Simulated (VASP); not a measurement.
A VASP calculation is set up with these files.

**KPOINTS**
```
K-points
0
G
6 6 6
```

**POSCAR**
```
NaI
1
    0.0000000000     3.2598451955     3.2598451955
    3.2598451955     0.0000000000     3.2598451955
    3.2598451955     3.2598451955     0.0000000000
Na I
1 1
Direct
  0.0000000000   0.0000000000   0.0000000000
  0.5000000000   0.5000000000   0.5000000000
```

**INCAR**
```
SYSTEM  =  NaI
PREC  =  Accurate; ENCUT  =  350; LREAL  =  .FALSE.
LASPH  =  .TRUE.
EDIFF  =  1E-6; NELM  =  100; ALGO  =  Normal
LMAXMIX  =  4
ISMEAR  =  0; SIGMA  =  0.05
GGA  =  PE
LWAVE  =  .FALSE.; LCHARG  =  .TRUE.
```

POTCAR, in this order: Na_pv I (PBE.64 set). Program: vasp_std.

### Question
Translate this PBE calculation to Quantum ESPRESSO's pw.x.

### Answer
One equivalent input (not run):
```
&CONTROL
  calculation = 'scf'
  pseudo_dir = './pseudo'
  outdir = './out'
  tprnfor = .true.
  tstress = .true.
/
&SYSTEM
  ibrav = 0
  nat = 2
  ntyp = 2
  ecutwfc = 88
  occupations = 'smearing'
  smearing = 'gaussian'
  degauss = 0.003675
  input_dft = 'pbe'
/
&ELECTRONS
  conv_thr = 7.3e-08
  electron_maxstep = 100
/
ATOMIC_SPECIES
  Na 22.990 Na.upf
  I 126.904 I.upf
CELL_PARAMETERS angstrom
     0.0000000    3.2598452    3.2598452
     3.2598452    0.0000000    3.2598452
     3.2598452    3.2598452    0.0000000
ATOMIC_POSITIONS crystal
  Na   0.0000000  0.0000000  0.0000000
  I    0.5000000  0.5000000  0.5000000
K_POINTS automatic
  6 6 6 0 0 0
```
The two are equivalent in intent, not identical: the potentials are each code's own (VASP's PAW set, PseudoDojo norm-conserving files in pw.x), so ENCUT and ecutwfc are chosen apart and not converted; conv_thr bounds pw.x's estimated SCF error, while EDIFF bounds the energy change between steps.

The compound is NaI in the rock salt structure. It was relaxed first.
